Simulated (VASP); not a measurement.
# CsLi3P2 (P6/mmm) in VASP: a series of runs

The runs below take CsLi3P2 through relaxation of cell and atoms, single point, with PBE.

All numbers are computed with VASP 6.6.1; they aren't measurements. Logs are shortened: lines on timing, memory, paths and dates and some standing lists are left out, and cuts for length are marked.

## 1. The cell of the first run

It takes space group P6/mmm (No. 191, hexagonal). Conventional cell: a = 6.332 Å, b = 6.332 Å, c = 4.274 Å, α = 90.00°, β = 90.00°, γ = 120.00°. Cs (site symmetry 6/mmm) is surrounded by 12 Li at 3.82 Å and 12 P at 4.23 Å and 2 Cs at 4.27 Å. Li (site symmetry mmm) has 2 P at 1.83 Å as nearest neighbours. P (site symmetry -6m2) is surrounded by 3 Li at 1.83 Å.

The cell was built by a generator and needn't be a form met in nature.

## 2. Relaxation of cell and atoms, PBE (random cell by space group and Wyckoff sites (P6/mmm, No. 191))

File INCAR:

```
PREC = Accurate ; ENCUT = 600
EDIFF = 1E-7 ; ISMEAR = 0
SIGMA = 0.1 ; LREAL = False
LASPH = True ; NELM = 100
ALGO = Normal ; ISIF = 3
LWAVE = False ; LCHARG = False
GGA = PE ; IBRION = 2
NSW = 90 ; EDIFFG = -0.04
```

File KPOINTS:

```
Automatic mesh
0
Gamma
  3 3 4
```

File POSCAR:

```
CsLi3P2
1.0
    6.3315346100      0.0000000000      0.0000000000
   -3.1657673100      5.4832698200      0.0000000000
    0.0000000000      0.0000000000      4.2739819600
Cs Li P
1 3 2
Direct
    0.0000000000      0.0000000000      0.0000000000
    0.5000000000      0.0000000000      0.5000000000
    0.0000000000      0.5000000000      0.5000000000
    0.5000000000      0.5000000000      0.5000000000
    0.3333333300      0.6666666700      0.5000000000
    0.6666666700      0.3333333300      0.5000000000
```

Potentials or basis: VASP PAW PBE potentials, release 64 (Cs_sv, Li_sv, P).

Started as:

```
$ cat potpaw_PBE.64/Cs_sv/POTCAR potpaw_PBE.64/Li_sv/POTCAR potpaw_PBE.64/P/POTCAR > POTCAR
$ mpirun -np 1 vasp_std > vasp.out
```

OUTCAR:

```text
PREC = Accurate
   ENCUT = 600
   EDIFF = 1E-7
   ISMEAR = 0
   LREAL = False
   LASPH = True
   NELM = 100
   ISIF = 3
   GGA = PE
   IBRION = 2
   NSW = 90
   EDIFFG = -0.04

 ion  position               nearest neighbor table
   1  0.000  0.000  0.000-
   2  0.500  0.000  0.500-   5 1.83   6 1.83
   3  0.000  0.500  0.500-   5 1.83   6 1.83
   4  0.500  0.500  0.500-   5 1.83   6 1.83
   5  0.333  0.667  0.500-   3 1.83   2 1.83   4 1.83
   6  0.667  0.333  0.500-   3 1.83   2 1.83   4 1.83

  LATTYP: Found a hexagonal cell.
 ALAT       =     6.3315346100
 C/A-ratio  =     0.6750309717

  Lattice vectors:

 A1 = (   6.3315346100,   0.0000000000,   0.0000000000)
 A2 = (  -3.1657673100,   5.4832698200,   0.0000000000)
 A3 = (   0.0000000000,   0.0000000000,   4.2739819600)

Analysis of symmetry for initial positions (statically):
=====================================================================
 Subroutine PRICEL returns:
 Original cell was already a primitive cell.

 Routine SETGRP: Setting up the symmetry group for a
 hexagonal supercell.

 Subroutine GETGRP returns: Found 24 space group operations
 (whereof 24 operations were pure point group operations)
 out of a pool of 24 trial point group operations.

The static configuration has the point symmetry D_6h.

Analysis of symmetry for dynamics (positions and initial velocities):
=====================================================================
 Subroutine PRICEL returns:
 Original cell was already a primitive cell.

 Routine SETGRP: Setting up the symmetry group for a
 hexagonal supercell.

 Subroutine GETGRP returns: Found 24 space group operations
 (whereof 24 operations were pure point group operations)
 out of a pool of 24 trial point group operations.

The dynamic configuration has the point symmetry D_6h.

 Subroutine INISYM returns: Found 24 space group operations
 (whereof 24 operations are pure point group operations),
 and found     1 'primitive' translations

----------------------------------------------------------------------------------------

                                     Primitive cell

  volume of cell :     148.3820

  direct lattice vectors                    reciprocal lattice vectors
     6.331534610  0.000000000  0.000000000     0.157939593  0.091186467  0.000000000
    -3.165767310  5.483269820  0.000000000     0.000000000  0.182372933  0.000000000
     0.000000000  0.000000000  4.273981960     0.000000000  0.000000000  0.233973847

[... 94 lines left out ...]
     AMIX     =   0.40;   BMIX     =  1.00
     AMIX_MAG =   1.60;   BMIX_MAG =  1.00
  volume/ion in A,a.u.               =      24.73       166.89
  Fermi-wavevector in a.u.,A,eV,Ry     =   0.939003  1.774459 11.996625  0.881727
  Thomas-Fermi vector in A             =   2.066272
   LORBIT       =      0    0 simple, 1 ext, 2 COOP (PROOUT), +10 PAW based schemes
   GGA     = PE    functional components
   LHFCALC =     F    Hartree Fock is set to
   AEXX    =    0.0000 exact exchange contribution
   IVDW    =     0    specifies the selected vdW correction
   LEPSILON=     F    determine dielectric tensor
   LRPA    =     F    only Hartree local field effects (RPA)
 conjugate gradient relaxation of ions
 non-spin polarized calculation
 Gauss-broadening in eV      SIGMA  =   0.10
  energy-cutoff  :      600.00
  volume of cell :      148.38
 maximum number of plane-waves:      4997
 NGX is ok and might be reduce to    50
   NGX = 25   NGY = 25   NGZ = 17

--------------------------------------- Ionic step        1  -------------------------------------------

 number of electron      27.9999996 magnetization

 Free energy of the ion-electron system (eV)
  ---------------------------------------------------
  ext. energy  EPLUGINS =         0.00000000
  ---------------------------------------------------
  free energy    TOTEN  =       -11.12219777 eV

  energy without entropy =      -11.08898901  energy(sigma->0) =      -11.10559339

------------------------ aborting loop because EDIFF is reached ----------------------------------------

  FORCE on cell =-STRESS in cart. coord.  units (eV):
  Direction    XX          YY          ZZ          XY          YZ          ZX
  --------------------------------------------------------------------------------------
  -------------------------------------------------------------------------------------
  Total       27.9511270     27.9511271     -2.2906491     -0.0000000      0.0000000      0.0000000
  in kB      301.8065213    301.8065216    -24.7336305     -0.0000003      0.0000000      0.0000000
  external PRESSURE =     192.9598042 kB  Pullay stress =       0.0000000 kB
[... 101 lines left out ...]
  FREE ENERGIE OF THE ION-ELECTRON SYSTEM (eV)
  ---------------------------------------------------
  free  energy   TOTEN  =       -16.6896184968 eV

  energy  without entropy=      -16.6721075653  energy(sigma->0) =      -16.68086303

 E-fermi :  -0.2073     XC(G=0):  -6.4921

 val. band max:       -0.2186187976   @ k =   0.3333   0.3333   0.2500
 cond. band min:      -0.0272918839   @ k =   0.3333   0.0000   0.2500
 fundamental gap:      0.1913269137
 Fermi energy:        -0.2073413576

 k-point     1 :       0.0000    0.0000    0.0000
  band No.  band energies     occupation
      1     -44.9929      2.00000
      2     -44.9922      2.00000
      3     -44.9922      2.00000
      4     -23.2170      2.00000
      5      -9.9364      2.00000
      6      -9.9364      2.00000
[... 166 lines left out ...]
      5     -10.5203      2.00000
      6      -9.8290      2.00000
[... 10 lines left out ...]
     17       2.6434      0.00000
     18       2.6434      0.00000

[... ionic steps 4 to 9 ...]

--------------------------------------- Ionic step       10  -------------------------------------------

 number of electron      28.0000035 magnetization

------------------------ aborting loop because EDIFF is reached ----------------------------------------
[... 75 lines left out ...]
--------------------------------------- Ionic step       12  -------------------------------------------

 number of electron      28.0000023 magnetization

 Free energy of the ion-electron system (eV)
  ---------------------------------------------------
  ext. energy  EPLUGINS =         0.00000000
  ---------------------------------------------------
  free energy    TOTEN  =       -16.99848893 eV

  energy without entropy =      -16.97474093  energy(sigma->0) =      -16.98661493

 E-fermi :   0.7702     XC(G=0):  -7.1346

 val. band max:        0.7382307128   @ k =   0.0000   0.0000   0.5000
 cond. band min:       0.9164745809   @ k =   0.3333   0.0000   0.2500
 fundamental gap:      0.1782438681
 Fermi energy:         0.7701870997

 k-point     1 :       0.0000    0.0000    0.0000
  band No.  band energies     occupation
      1     -44.2110      2.00000
      2     -44.2103      2.00000
      3     -44.2103      2.00000
      4     -22.8235      2.00000
      5      -9.5057      2.00000
      6      -9.5057      2.00000
[... 211 lines left out ...]
  FREE ENERGIE OF THE ION-ELECTRON SYSTEM (eV)
  ---------------------------------------------------
  free  energy   TOTEN  =       -16.9984889338 eV

  energy  without entropy=      -16.9747409300  energy(sigma->0) =      -16.98661493

 reached required accuracy - stopping structural energy minimisation
```

OSZICAR:

```text
N       E                     dE             d eps       ncg     rms          rms(c)
DAV:   1     0.188582724355E+03    0.18858E+03   -0.13577E+04   324   0.161E+03
DAV:   2     0.111170562184E+02   -0.17747E+03   -0.17430E+03   460   0.308E+02
DAV:   3    -0.110331891322E+02   -0.22150E+02   -0.21851E+02   540   0.806E+01
[... 151 lines left out ...]
DAV:   5    -0.169984879801E+02    0.14522E-04   -0.25576E-04   468   0.863E-02    0.261E-02
DAV:   6    -0.169984875113E+02    0.46885E-06   -0.25107E-05   394   0.308E-02    0.820E-03
DAV:   7    -0.169984881272E+02   -0.61590E-06   -0.10409E-06   458   0.665E-03    0.314E-03
DAV:   8    -0.169984889218E+02   -0.79462E-06   -0.27752E-07   324   0.342E-03    0.696E-04
DAV:   9    -0.169984889338E+02   -0.11951E-07   -0.96992E-08   208   0.159E-03
  12 F= -.16998489E+02 E0= -.16986615E+02  d E =-.445168E-02
```

CONTCAR:

```text
CsLi3P2
   1.00000000000000
     7.8050396330103986   -0.0000000012933006    0.0000000000000000
    -3.9025198237888539    6.7593626050834219   -0.0000000000000000
    -0.0000000000000000   -0.0000000000000000    3.4745257621071914
  Cs              Li              P
     1     3     2
Direct
     0.0000000000000000    0.0000000000000000    0.0000000000000000
     0.5000000000000000    0.0000000000000000    0.5000000000000000
     0.0000000000000000    0.5000000000000000    0.5000000000000000
     0.5000000000000000    0.5000000000000000    0.5000000000000000
     0.3333333300000021    0.6666666699999979    0.5000000000000000
     0.6666666699999979    0.3333333300000021    0.5000000000000000

  0.00000000E+00  0.00000000E+00  0.00000000E+00
  0.00000000E+00  0.00000000E+00  0.00000000E+00
  0.00000000E+00  0.00000000E+00  0.00000000E+00
  0.00000000E+00  0.00000000E+00  0.00000000E+00
  0.00000000E+00  0.00000000E+00  0.00000000E+00
  0.00000000E+00  0.00000000E+00  0.00000000E+00
```

It took 3.8 min on 1 thread of AMD EPYC 9R45 (Zen 5), shared host; peak memory 0.3 GiB.

Results:

```yaml
Free_energy: -16.9985 eV
Relaxed_volume: 30.55 Å³/atom
Relaxed_cell: a = 7.805 Å, b = 7.805 Å, c = 3.475 Å, α = 90.00°, β = 90.00°, γ = 120.00°
Space_group_after_relaxing_to_0.05_Å: P6/mmm (No. 191)
Energy_gained_by_relaxing: 979.4 meV/atom
Ionic_steps: 12
Pressure_after_relaxing: 0.0 GPa
Band_gap_on_the_k_mesh: none (metal or under the smearing width)
```

Step by step:
| step | energy change (eV) | largest force (eV/Å) | pressure (GPa) | volume (Å³) |
| --- | --- | --- | --- | --- |
| 1 | 0.0000 | 0.0000 | 19.30 | 148.38 |
| 2 | -5.5556 | 0.0000 | -0.03 | 218.47 |
| 3 | -5.5674 | 0.0000 | -0.94 | 226.90 |
| 4 | -5.5722 | 0.0000 | -0.63 | 223.87 |
| 5 | -5.6196 | 0.0000 | -0.65 | 219.47 |
| 6 | -5.7549 | 0.0000 | -0.66 | 206.27 |
| 7 | -5.8493 | 0.0000 | -0.09 | 179.84 |
| 8 | -5.8645 | 0.0000 | -0.50 | 190.60 |
| 9 | -5.8716 | 0.0000 | -0.40 | 187.15 |
| 10 | -5.8718 | 0.0000 | -0.38 | 186.35 |
| 11 | -5.8717 | 0.0000 | 0.41 | 180.27 |
| 12 | -5.8763 | 0.0000 | 0.00 | 183.31 |

Final structure:
```
CELL_PARAMETERS angstrom
7.80504 0.00000 0.00000
-3.90252 6.75936 0.00000
0.00000 0.00000 3.47453
ATOMIC_POSITIONS crystal
Cs 0.00000 0.00000 0.00000
Li 0.50000 0.00000 0.50000
Li 0.00000 0.50000 0.50000
Li 0.50000 0.50000 0.50000
P 0.33333 0.66667 0.50000
P 0.66667 0.33333 0.50000
```

Levels at points of the mesh, in eV from the Fermi level:
```tsv
k point	band 10	band 11	band 12	band 13	band 14	band 15	band 16	band 17	band 18
(0.00, 0.00, 0.00)	-1.35	-1.35	-1.19	-1.19	0.93	2.13	2.19	2.46	3.37
(0.00, 0.00, 0.50)	-2.05	-1.28	-0.49	-0.49	-0.03	-0.03	1.97	1.97	2.72
```

Caveat: the k mesh is coarse (spacing up to 0.38 Å⁻¹), so the values aren't converged; the cutoff is under 1.25 times the usual one of these potentials, so pressure, stress and relaxed cells hold a basis-set (Pulay) error; the volume moved by over 15 % at a fixed basis, so the end points are rough. Spin-orbit coupling is left out, which matters for the levels of Cs.

## 3. Single point, PBE (random cell by space group and Wyckoff sites (P6/mmm, No. 191))

File INCAR:

```
  PREC = Accurate
  ENCUT = 520
  EDIFF = 1E-6
  ISMEAR = 0
  SIGMA = 0.1
  LREAL = False
  LASPH = True
  NELM = 100
  ALGO = Normal
  ISIF = 2
  LWAVE = False
  LCHARG = True
  GGA = PE
  LELF = True
  LVHAR = True
  NBANDS = 23
```

File KPOINTS:

```
Automatic mesh
0
Gamma
  3 3 6
```

File POSCAR:

```
CsLi3P2
1.0
    7.8845372581      0.0000000000      0.0000000000
   -3.9422686290      6.8282095626      0.0000000000
    0.0000000000      0.0000000000      3.2645280891
Cs Li P
1 3 2
Direct
    0.0000000000      0.0000000000      0.0000000000
    0.5000000000      0.0000000000      0.5000000000
    0.0000000000      0.5000000000      0.5000000000
    0.5000000000      0.5000000000      0.5000000000
    0.3333333333      0.6666666667      0.5000000000
    0.6666666667      0.3333333333      0.5000000000
```

Potentials or basis: VASP PAW PBE potentials, release 64 (Cs_sv, Li_sv, P).

Started as:

```
$ cat potpaw_PBE.64/Cs_sv/POTCAR potpaw_PBE.64/Li_sv/POTCAR potpaw_PBE.64/P/POTCAR > POTCAR
$ mpirun -np 1 vasp_std > vasp.out
```

Run time: 32 s. Hardware: 1 thread of AMD EPYC 9R45 (Zen 5), shared host; peak memory 0.26 GiB.

It converged, with:

- Free energy: -17.5740 eV
- Band gap on the k mesh: none (metal or under the smearing width)

Levels at points of the mesh, in eV from the Fermi level:
```csv
k point,band 12,band 13,band 14,band 15,band 16,band 17
"(0.00, 0.00, 0.00)",-1.78,-1.78,0.44,1.54,2.48,2.74
"(0.00, 0.00, 0.50)",-0.79,-0.79,-0.32,-0.32,1.20,1.20
```

Caveat: the cutoff is under 1.25 times the usual one of these potentials, so pressure, stress and relaxed cells hold a basis-set (Pulay) error. Spin-orbit coupling is left out, which matters for the levels of Cs.

(Part 1 of 2 ends here.)
